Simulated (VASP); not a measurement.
Energy against volume of Tl (hcp). Calculation: PBEsol GGA, VASP's PBE PAW potentials (set 64) (plane waves; VASP). Settings: 520 eV cut-off, 12×12×7 Γ-centred mesh, first-order Methfessel-Paxton smearing of 0.10 eV, potentials Tl_d.

Shape and ions are relaxed at each volume.

| V (Å³/atom) | E (eV/atom) |
|---|---|
| 27.568 | -2.62638 |
| 28.421 | -2.63157 |
| 29.274 | -2.63084 |
| 30.126 | -2.62504 |

Q: Fit these four points and predict the energy of the run at 26.716 Å³/atom.

A: A cubic in V^(−2/3), the third-order Birch-Murnaghan form, passes through the four points with V0 = 28.73 Å³/atom and B0 = 35 GPa, and gives -2.6143 eV/atom there. The run gave -2.6141 eV/atom, +0.2 meV/atom from the fit; all five points give B0 = 35 GPa.

The compound is Tl in the hcp structure. It was relaxed first.
